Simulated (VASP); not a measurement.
# SrTiC2: structure and properties in VASP, part 5 of 5

What structure does SrTiC2 take at this level, and what are its properties? The cell is invented: other elements were put on sites of a known structure type. It may not be a known or stable phase. The atoms of the start are displaced at random from the sites of a P4/mmm cell.

VASP 6.6.1, plane waves and PAW; the level of theory is named at each step.

So far. Step 7 (Total and projected DOS (RPBE + D4)): The finer mesh and the other smearing move the Fermi level by -0.00 eV from the 6×5×6 run, a small shift, which tests the Fermi level alone. Of the states within 0.3 eV of the Fermi level, the largest shares in the PAW spheres are C p 27 % and Ti d 26 %. The rest lies in smaller channels or between the spheres.

## 9. Optical spectrum (RPBE + D4)

Level of this step: RPBE with D4; plane waves and PAW (Sr_sv, Ti_sv, C); invented cell (VASP).

LOPTICS sums transitions from filled to empty bands. The mesh is finer than in the run before. NBANDS is raised for it.

File INCAR:

```
SYSTEM = SrTiC2
PREC = Accurate
ENCUT = 520
EDIFF = 1E-06
NELM = 100
ISMEAR = 0
SIGMA = 0.05
LREAL = .FALSE.
ALGO = Normal
GGA = RP
IVDW = 13
NBANDS = 47
LORBIT = 11
LWAVE = .FALSE.
LCHARG = .FALSE.
KPAR = 2
LOPTICS = .TRUE.
NEDOS = 1500
CSHIFT = 0.1
```

File POSCAR:

```
SrTiC2
1.0
    4.0346161303      0.0000000000      0.0009430178
    0.0000000000      4.2016994997      0.0000000000
   -0.0067034805      0.0000000000      4.0479623131
Sr Ti C
1 1 2
Direct
    0.0000000000      0.6260963311      0.5000000000
    0.5000000000      0.1263351860      0.0000000000
    0.0000000000      0.0241070137      0.0000000000
    0.5000000000      0.2249264692      0.5000000000
```

File KPOINTS:

```
Automatic mesh
0
Gamma
8 8 8
0 0 0
```

Potentials, in the order of the species: Sr_sv, Ti_sv and C (PBE family, release 64).

The run is started by

```bash
$ mpirun -np 2 vasp_std
```

What it wrote:

```text
[... set-up lines as in an earlier step ...]
 entering main loop
       N       E                     dE             d eps       ncg     rms          rms(c)
DAV:   1     0.258506374948E+03    0.25851E+03   -0.12009E+04 15980   0.653E+02
DAV:   2    -0.221944124272E+01   -0.26073E+03   -0.23883E+03 16587   0.211E+02
DAV:   3    -0.295214402421E+02   -0.27302E+02   -0.26318E+02 22539   0.615E+01
DAV:   4    -0.307691311237E+02   -0.12477E+01   -0.12349E+01 20984   0.117E+01
DAV:   5    -0.308036700275E+02   -0.34539E-01   -0.34527E-01 18471   0.170E+00    0.252E+01
DAV:   6    -0.255741451085E+02    0.52295E+01   -0.41424E+00 19892   0.214E+01    0.162E+01
DAV:   7    -0.247962576775E+02    0.77789E+00   -0.62339E+00 18495   0.146E+01    0.132E+01
DAV:   8    -0.243907507383E+02    0.40551E+00   -0.41601E-01 18781   0.587E+00    0.406E+00
DAV:   9    -0.243888618522E+02    0.18889E-02   -0.12255E-01 18715   0.146E+00    0.939E-01
DAV:  10    -0.243850879136E+02    0.37739E-02   -0.67941E-03 20300   0.461E-01    0.417E-01
DAV:  11    -0.243860076863E+02   -0.91977E-03   -0.29143E-03 18173   0.256E-01    0.121E-01
DAV:  12    -0.243860402766E+02   -0.32590E-04   -0.62580E-04 18375   0.974E-02    0.716E-02
DAV:  13    -0.243860972689E+02   -0.56992E-04   -0.79292E-05 18487   0.335E-02    0.273E-02
DAV:  14    -0.243860962173E+02    0.10516E-05   -0.16246E-05 21842   0.247E-02    0.888E-03
DAV:  15    -0.243860964929E+02   -0.27559E-06   -0.26893E-06 18495   0.802E-03
   1 F= -.25762226E+02 E0= -.25761597E+02  d E =-.125829E-02
 optical routines
 imaginary and real dielectric function
 recalculating local potential from charge density
 direction            1
 direction            2
 direction            3
```

Elapsed: 4 min, on 2 MPI ranks of AMD EPYC 7R43, shared host; peak memory 1.8 GiB.

Parts of OUTCAR (step 9):

```text
   k-points           NKPTS =    170   k-points in BZ     NKDIM =    170   number of bands    NBANDS=     47

   NELECT =      30.0000    total number of electrons

 E-fermi :   3.9281

 k-point     1 :       0.0000    0.0000    0.0000
  band No.  band energies     occupation
    ...
     11       2.3086      2.00000
     12       2.9210      2.00000
     13       2.9343      2.00000
     14       3.1989      2.00000
     15       3.9499      0.53719
     16       3.9669      0.27239
     17       5.5840      0.00000
     18       5.8350      0.00000
     19       7.6320      0.00000
     20       7.6768      0.00000
    ...

  DFT-D4 for vdW energy calculation

  Edisp (eV):   -1.37613

  Total       0.03861    -0.04060    -0.01637     0.00000     0.00000     0.00816
  in kB       0.90143    -0.94788    -0.38223     0.00000     0.00000     0.19043
  external pressure =       -0.14 kB  Pullay stress =        0.00 kB

 POSITION                                       TOTAL-FORCE (eV/Angst)
 -----------------------------------------------------------------------------------
     -0.00335      2.63067      2.02398         0.000000      0.000594      0.000000
      2.01731      0.53082      0.00047        -0.000000     -0.001995      0.000000
      0.00000      0.10129      0.00000         0.000000      0.008345      0.000000
      2.01396      0.94507      2.02445         0.000000     -0.006944      0.000000
 -----------------------------------------------------------------------------------
    total drift:                               -0.000000      0.000049      0.000001

  FREE ENERGIE OF THE ION-ELECTRON SYSTEM (eV)
  ---------------------------------------------------
  free  energy   TOTEN  =       -25.7622262349 eV

  energy  without entropy=      -25.7609679406  energy(sigma->0) =      -25.76159709

 plasma frequency squared (from intraband transitions) (eV^2)
  --------------------------------------------------------------------------------------
       0.271       0.000      -0.006
       0.000       0.184       0.000
      -0.006       0.000       0.151

[... 7 parts as in an earlier step ...]

[... 9 further parts left out ...]
```

These are independent-particle spectra without excitons or local fields. Fine structure and low peaks depend on the mesh and on CSHIFT. The intraband (Drude) part is not in this spectrum.

This step gave:

* SCF cycles: 15
* bands: 47
* irreducible k-points: 170
* free energy (TOTEN): -25.76 eV
* energy at zero smearing: -25.76 eV
* Fermi energy: 3.928 eV
* pressure: -0.01429 GPa

The imaginary dielectric function has structure finer than the step of the table below, so its rows give means over 0.5 eV, whole bins alone (the curve runs from 0 to 25.0 eV). Peaks (eV: height): xx 0.27: 48.6, 1.69: 28.1; yy 1.01: 10.5, 1.62: 13.9, 7.22: 5.28; zz 0.27: 47.2, 1.62: 28.3.

Imaginary dielectric function against photon energy; means over each step:

```tsv
photon energy (eV)	xx	yy	zz
0.5	27.7	3.09	27.8
1.0	19.7	8.85	19.6
1.5	24.1	12.4	23.9
2.0	22.9	9.31	23.0
2.5	15.0	5.60	15.7
3.0	14.9	5.16	14.7
3.5	9.41	4.22	9.29
4.0	6.48	4.07	6.25
4.5	4.76	3.84	4.76
5.0	3.44	3.76	3.37
5.5	2.62	2.34	2.59
6.0	2.50	2.55	2.53
6.5	2.42	3.34	2.51
7.0	2.92	4.47	3.03
7.5	3.22	4.36	3.27
8.0	3.34	3.62	3.30
8.5	3.08	3.58	3.05
9.0	3.21	3.69	3.20
9.5	2.78	3.43	2.76
10.0	2.48	2.32	2.48
10.5	1.77	1.79	1.78
11.0	1.40	1.97	1.39
11.5	1.24	2.15	1.23
12.0	1.23	1.35	1.22
12.5	1.23	0.846	1.23
13.0	1.13	0.845	1.13
13.5	1.12	0.845	1.11
14.0	0.843	0.750	0.839
14.5	0.660	0.711	0.660
15.0	0.546	0.657	0.549
15.5	0.546	0.721	0.547
16.0	0.692	0.829	0.691
16.5	0.901	1.04	0.906
17.0	1.06	1.13	1.06
17.5	1.00	1.16	0.998
18.0	0.994	1.10	1.01
18.5	0.965	0.884	0.977
19.0	0.744	0.916	0.736
19.5	0.545	0.698	0.538
20.0	0.567	0.776	0.559
20.5	0.691	0.729	0.676
21.0	0.908	0.902	0.894
21.5	1.00	0.723	1.00
22.0	1.14	0.749	1.13
22.5	1.95	1.08	1.98
23.0	1.41	1.36	1.38
23.5	1.12	1.75	1.13
24.0	1.44	2.01	1.47
24.5	1.37	1.76	1.37
```

The real dielectric function by photon energy:

```tsv
photon energy (eV)	xx	yy	zz
0.0	78.6	15.9	75.7
0.5	17.6	16.4	18.6
1.0	16.9	13.1	16.1
1.5	17.5	10.1	18.3
2.0	2.92	1.23	2.85
2.5	1.14	2.96	1.09
3.0	-2.24	1.67	-3.27
3.5	-5.82	2.64	-5.78
4.0	-3.06	2.16	-2.98
4.5	-2.62	2.43	-2.51
5.0	-2.19	1.48	-2.18
5.5	-0.988	1.57	-0.886
6.0	-0.207	2.82	-0.147
6.5	0.362	2.69	0.431
7.0	1.12	3.16	1.19
7.5	1.01	1.06	1.02
8.0	0.199	1.12	0.148
8.5	0.0571	0.872	0.0449
9.0	0.0862	0.480	0.0823
9.5	-0.528	-0.451	-0.510
10.0	-0.662	-0.572	-0.655
10.5	-0.751	-0.239	-0.782
11.0	-0.413	0.483	-0.419
11.5	-0.214	-0.512	-0.187
12.0	0.191	-0.451	0.191
12.5	-0.0568	0.00444	-0.0420
13.0	0.0357	0.226	0.0395
13.5	-0.0295	0.393	-0.0283
14.0	0.139	0.514	0.142
14.5	0.185	0.598	0.195
15.0	0.419	0.784	0.419
15.5	0.682	0.877	0.689
16.0	0.895	1.04	0.907
16.5	0.955	1.15	0.951
17.0	0.814	0.856	0.817
17.5	0.735	0.848	0.735
18.0	0.726	0.655	0.722
18.5	0.468	0.687	0.441
19.0	0.471	0.612	0.450
19.5	0.660	0.813	0.664
20.0	0.881	0.747	0.872
20.5	1.07	0.943	1.07
21.0	1.12	0.936	1.14
21.5	1.13	0.943	1.13
22.0	1.17	1.20	1.18
22.5	1.20	1.37	1.20
23.0	-0.120	1.14	-0.0990
23.5	0.477	1.12	0.504
24.0	0.435	0.297	0.410
24.5	-0.0307	0.0386	-0.0312
```

## 10. Band structure (RPBE + D4 + SOC)

This step: RPBE with D4, spin-orbit coupling; plane waves and PAW (Sr_sv, Ti_sv, C); invented cell (VASP 6.6.1).

Levels along the symmetry lines show where the bands peak and cross; KPOINTS_OPT computes them in the converged potential. Spin-orbit coupling needs spinors and the noncollinear program, where each band holds one electron.

File INCAR:

```
SYSTEM = SrTiC2
PREC = Accurate
ENCUT = 520
EDIFF = 1E-06
NELM = 100
ISMEAR = 0
SIGMA = 0.05
LREAL = .FALSE.
ALGO = Normal
GGA = RP
IVDW = 13
LNONCOLLINEAR = .TRUE.
MAGMOM = 0 0 0 0 0 0 0 0 0 0 0 0
NBANDS = 42
GGA_COMPAT = .FALSE.
LASPH = .TRUE.
LSORBIT = .TRUE.
LMAXMIX = 4
LORBIT = 11
LWAVE = .FALSE.
LCHARG = .FALSE.
KPAR = 2
```

POSCAR is that of step 9.

File KPOINTS:

```
Automatic mesh
0
Gamma
5 4 5
0 0 0
```

File KPOINTS_OPT:

```
Line mode
16
Line-mode
Reciprocal
  0.00000000   0.00000000   0.00000000 GAMMA
  0.00000000   0.00000000   0.50000000 Y

  0.00000000   0.00000000   0.50000000 Y
 -0.49929222   0.00000000   0.50071248 H

 -0.49929222   0.00000000   0.50071248 H
 -0.50000000   0.00000000   0.50000000 C

 -0.50000000   0.00000000   0.50000000 C
 -0.50000000   0.50000000   0.50000000 E

 -0.50000000   0.50000000   0.50000000 E
 -0.50070778   0.50000000   0.49928752 M1

 -0.50070778   0.50000000   0.49928752 M1
 -0.50000000   0.50000000   0.00000000 A

 -0.50000000   0.50000000   0.00000000 A
 -0.50000000   0.00000000   0.00000000 X

 -0.50000000   0.00000000   0.00000000 X
 -0.50070778   0.00000000   0.49928752 H1

 -0.49929222   0.50000000   0.50071248 M
  0.00000000   0.50000000   0.50000000 D

  0.00000000   0.50000000   0.50000000 D
  0.00000000   0.50000000   0.00000000 Z

  0.00000000   0.00000000   0.50000000 Y
  0.00000000   0.50000000   0.50000000 D
```

The run is started by

```bash
$ mpirun -np 2 vasp_ncl
```

What it wrote:

```text
[... set-up lines as in an earlier step ...]
 entering main loop
       N       E                     dE             d eps       ncg     rms          rms(c)
DAV:   1     0.314873192972E+03    0.31487E+03   -0.14368E+04  4368   0.147E+03
DAV:   2     0.138580942064E+02   -0.30102E+03   -0.28876E+03  4486   0.430E+02
DAV:   3    -0.270273530349E+02   -0.40885E+02   -0.39843E+02  6950   0.136E+02
DAV:   4    -0.306829776886E+02   -0.36556E+01   -0.36277E+01  6390   0.362E+01
DAV:   5    -0.308922533165E+02   -0.20928E+00   -0.20915E+00  6602   0.795E+00    0.312E+01
DAV:   6    -0.253361045003E+02    0.55561E+01   -0.38567E+01  5864   0.482E+01    0.175E+01
DAV:   7    -0.249617196993E+02    0.37438E+00   -0.20924E+01  5824   0.355E+01    0.166E+01
DAV:   8    -0.244632618489E+02    0.49846E+00   -0.17885E+00  5738   0.127E+01    0.561E+00
DAV:   9    -0.245073937493E+02   -0.44132E-01   -0.36265E-01  6504   0.437E+00    0.179E+00
DAV:  10    -0.244870573438E+02    0.20336E-01   -0.76526E-02  5764   0.250E+00    0.615E-01
DAV:  11    -0.244883598828E+02   -0.13025E-02   -0.16898E-02  6016   0.111E+00    0.254E-01
DAV:  12    -0.244876126901E+02    0.74719E-03   -0.37269E-03  5820   0.505E-01    0.666E-02
DAV:  13    -0.244876936821E+02   -0.80992E-04   -0.26550E-04  6106   0.130E-01    0.523E-02
DAV:  14    -0.244877077348E+02   -0.14053E-04   -0.44561E-05  5594   0.538E-02    0.333E-02
DAV:  15    -0.244876959358E+02    0.11799E-04   -0.49159E-05  6092   0.610E-02    0.749E-03
DAV:  16    -0.244876966947E+02   -0.75892E-06   -0.37108E-06  4522   0.128E-02
   1 F= -.25863826E+02 E0= -.25862579E+02  d E =-.249495E-02  mag=    -0.0000    -0.0000    -0.0000
 Start KPOINTS_OPT (optional k-point list driver)
k-point batch [1-52\176]
       N       E                     dE             ncg
DAV:   1    -0.376858966392E+04   -0.39925E+05     4368
DAV:   2    -0.190347949699E+05   -0.15266E+05     4532
DAV:   3    -0.209539931280E+05   -0.19192E+04     6836
DAV:   4    -0.211612993715E+05   -0.20731E+03     6406
DAV:   5    -0.211715716306E+05   -0.10272E+02     6358
DAV:   6    -0.211718723800E+05   -0.30075E+00     6308
DAV:   7    -0.211718857678E+05   -0.13388E-01     6488
DAV:   8    -0.211718862026E+05   -0.43484E-03     6206
DAV:   9    -0.211718862278E+05   -0.25149E-04     5480
DAV:  10    -0.211718862284E+05   -0.60903E-06     3078
[...]
k-point batch [157-176\176]
       N       E                     dE             ncg
DAV:   1     0.284199968253E+05   -0.16531E+05     1680
DAV:   2     0.225033783606E+05   -0.59166E+04     1738
DAV:   3     0.217629376090E+05   -0.74044E+03     2576
DAV:   4     0.216852462641E+05   -0.77691E+02     2536
DAV:   5     0.216813129949E+05   -0.39333E+01     2488
DAV:   6     0.216812158605E+05   -0.97134E-01     2444
DAV:   7     0.216812119344E+05   -0.39262E-02     2420
DAV:   8     0.216812118374E+05   -0.96932E-04     2406
DAV:   9     0.216812118322E+05   -0.52097E-05     1968
DAV:  10     0.216812118321E+05   -0.12524E-06     1256
```

Wall time 7.6 min (2 MPI ranks); peak memory 1.1 GiB; 15 min of CPU time.

From OUTCAR (step 10):

```text
   k-points           NKPTS =     52   k-points in BZ     NKDIM =     52   number of bands    NBANDS=     42

   NELECT =      30.0000    total number of electrons

 E-fermi :   3.9239

 k-point     1 :       0.0000    0.0000    0.0000
  band No.  band energies     occupation
    ...
     24       2.8919      1.00000
     25       2.9450      1.00000
     26       2.9450      1.00000
     27       3.2006      1.00000
     28       3.2006      1.00000
     29       3.9560      0.18170
     30       3.9560      0.18169
     31       3.9755      0.07218
     32       3.9755      0.07217
     33       5.5842      0.00000
    ...

  DFT-D4 for vdW energy calculation

  Edisp (eV):   -1.37613

  Total      -0.06841     0.09416    -0.11726     0.00000     0.00000     0.00318
  in kB      -1.59728     2.19851    -2.73787     0.00000     0.00000     0.07434
  external pressure =       -0.71 kB  Pullay stress =        0.00 kB

 POSITION                                       TOTAL-FORCE (eV/Angst)
 -----------------------------------------------------------------------------------
     -0.00335      2.63067      2.02398         0.000000     -0.000587      0.000000
      2.01731      0.53082      0.00047         0.000000     -0.003274      0.000000
      0.00000      0.10129      0.00000         0.000000     -0.015218      0.000000
      2.01396      0.94507      2.02445        -0.000000      0.019079      0.000000
 -----------------------------------------------------------------------------------
    total drift:                                0.000000      0.000013     -0.000000

  FREE ENERGIE OF THE ION-ELECTRON SYSTEM (eV)
  ---------------------------------------------------
  free  energy   TOTEN  =       -25.8638264367 eV

  energy  without entropy=      -25.8613314906  energy(sigma->0) =      -25.86257896

 Spin-Orbit-Coupling matrix elements
 Ion:    1  E_soc:     -0.1741693
 Ion:    2  E_soc:     -0.0105953
 Ion:    3  E_soc:     -0.0000215
 Ion:    4  E_soc:     -0.0000216

 magnetization (x)
# of ion       s       p       d       tot
------------------------------------------
    1        0.000   0.000   0.000   0.000
    2        0.000   0.000   0.000   0.000
    3        0.000   0.000   0.000   0.000
    4        0.000   0.000   0.000   0.000
--------------------------------------------------
tot          0.000   0.000   0.000   0.000

 magnetization (y)
# of ion       s       p       d       tot
------------------------------------------
    1       -0.000  -0.000  -0.000  -0.000
    2        0.000  -0.000   0.000   0.000
    3        0.000  -0.000   0.000  -0.000
    4       -0.000   0.000   0.000   0.000
--------------------------------------------------
tot         -0.000  -0.000   0.000   0.000

 magnetization (z)
# of ion       s       p       d       tot
------------------------------------------
    1        0.000   0.000   0.000   0.000
    2        0.000   0.000   0.000   0.000
    3        0.000   0.000   0.000   0.000
    4        0.000   0.000   0.000   0.000
--------------------------------------------------
tot          0.000   0.000   0.000   0.000

[... 6 parts as in an earlier step ...]

[... 10 further parts left out ...]
```

LASPH is on here and off in scalar runs of this session, so a comparison with those holds both changes.

Numbers from this step:

* SCF cycles: 16
* bands: 42
* irreducible k-points: 52
* free energy (TOTEN): -25.86 eV
* energy at zero smearing: -25.86 eV
* Fermi energy: 3.924 eV
* pressure: -0.07122 GPa

On-site spin-orbit energy by atom:

```tsv
atom	on-site spin-orbit energy (eV)
Sr1	-0.174
Ti2	-0.011
C3	0.000
C4	0.000
```

Electronic bands along the path, in eV, zero at the Fermi level; # counts the bands kept in this run, so #1 is VASP's band 17:

```tsv
point	#11	#12	#13	#14	#15	#16	#17	#18
Γ	-0.72	-0.72	0.03	0.03	0.05	0.05	1.66	1.66
0.47 of the way	-0.98	-0.97	-0.42	-0.41	-0.12	-0.11	1.79	1.80
Y	-1.09	-1.09	-0.78	-0.78	0.43	0.43	0.63	0.63
0.53 of the way	-1.12	-1.11	-0.99	-0.98	0.52	0.53	1.51	1.52
H	-1.39	-1.39	-1.37	-1.37	0.20	0.20	2.14	2.14
0.47 of the way	-1.39	-1.39	-1.37	-1.37	0.20	0.20	2.14	2.14
C	-1.39	-1.39	-1.37	-1.37	0.20	0.20	2.14	2.14
0.47 of the way	-1.37	-1.37	-1.34	-1.34	0.44	0.44	2.06	2.06
E	-1.36	-1.36	-1.30	-1.30	1.08	1.08	1.88	1.88
0.47 of the way	-1.36	-1.36	-1.30	-1.30	1.08	1.08	1.88	1.88
M1	-1.36	-1.36	-1.30	-1.30	1.08	1.08	1.88	1.88
0.47 of the way	-1.84	-1.83	-0.78	-0.77	1.36	1.36	1.50	1.51
A	-1.05	-1.05	-0.83	-0.83	0.65	0.65	1.98	1.98
0.53 of the way	-1.11	-1.11	-0.79	-0.79	0.36	0.36	1.15	1.15
X	-1.10	-1.10	-0.75	-0.75	0.43	0.43	0.62	0.62
0.47 of the way	-1.05	-1.04	-0.92	-0.91	0.58	0.59	1.32	1.32
H1	-1.39	-1.39	-1.37	-1.37	0.20	0.20	2.14	2.14
jump to M	-1.36	-1.36	-1.30	-1.30	1.08	1.08	1.88	1.88
0.53 of the way	-1.81	-1.81	-0.70	-0.69	1.37	1.39	1.51	1.52
D	-1.09	-1.09	-0.87	-0.87	0.65	0.65	1.98	1.98
0.47 of the way	-1.26	-1.25	-0.58	-0.58	0.64	0.66	1.98	2.00
Z	-1.27	-1.27	-0.04	-0.04	-0.01	-0.01	1.82	1.82
jump to Y	-1.09	-1.09	-0.78	-0.78	0.43	0.43	0.63	0.63
0.47 of the way	-1.14	-1.14	-0.82	-0.82	0.37	0.37	1.15	1.15
D	-1.09	-1.09	-0.87	-0.87	0.65	0.65	1.98	1.98
```

Of the projections kept (Sr, Ti, C), the largest for each band there, as a share of the weight inside these atoms' spheres; weight between the spheres isn't counted:

```tsv
point	#11	#12	#13	#14	#15	#16	#17	#18
Γ	C 0.65	C 0.65	C 0.46	C 0.46	C 0.47	C 0.47	Ti 0.97	Ti 0.97
Y	C 0.48	C 0.48	C 0.49	C 0.49	C 0.75	C 0.75	Ti 0.84	Ti 0.84
H	C 0.48	C 0.48	C 0.49	C 0.49	Ti 0.88	Ti 0.88	C 0.86	C 0.86
C	C 0.48	C 0.48	C 0.49	C 0.49	Ti 0.88	Ti 0.88	C 0.86	C 0.86
E	C 0.46	C 0.46	C 0.46	C 0.46	Ti 0.58	Ti 0.58	C 0.91	C 0.91
M1	C 0.46	C 0.46	C 0.46	C 0.46	Ti 0.58	Ti 0.58	C 0.91	C 0.91
```

There is no gap at this level.

## 11. What came out

| Quantity | Value |
| --- | --- |
| relaxed volume | 17.16 Å³/atom |
| relaxed conventional cell a, b, c | 4.041, 4.041, 4.202 Å |
| space group after relaxing, within 0.02 Å (lengths above averaged to it) | P-4m2 (No. 115) |
| band gap | none, a metal |
| DOS at the Fermi level | 0.425 states/eV/cell |
| largest field gradient Vzz | 150.32 V/Å² on Ti2 |
| band gap (RPBE + D4 + SOC) | none, a metal |

**Reading.** With RPBE + D4, SrTiC2 relaxes to 17.16 Å³/atom in space group P-4m2 and comes out as a metal. Band structure (RPBE + D4): Of the bands kept, 2 cross the Fermi level on this path. Band structure (RPBE + D4 + SOC): Of the bands kept, 4 cross the Fermi level on this path (spinor bands, one electron each). LASPH was switched on together with spin-orbit coupling, so shifts put down to the coupling hold both changes, and that of the mesh where it differs. The k-sampling is coarse for a metal, so the Fermi level, pressures and the shape of the cell carry errors. No search among competing phases was made. All values are for a static lattice at zero temperature.

[Lines on the potential files, build, host, timing and source positions are cut from VASP's logs without a mark.]

[Logs are printed without paths, hosts, clocks, repeated set-up lines and the standing remarks that a program may print on its own settings, such as how far it seeks lower states.]

[Hosts, paths, dates, database ids (printed as entryN), source tags and the programs' standing remarks are cut or masked in the printed files.]

[A measured line is paired with the nearest computed mode of its activity, which favours agreement.]

[In band tables of VASP the shares of atoms and orbitals are scaled to a sum of 1 inside the atoms' spheres.]
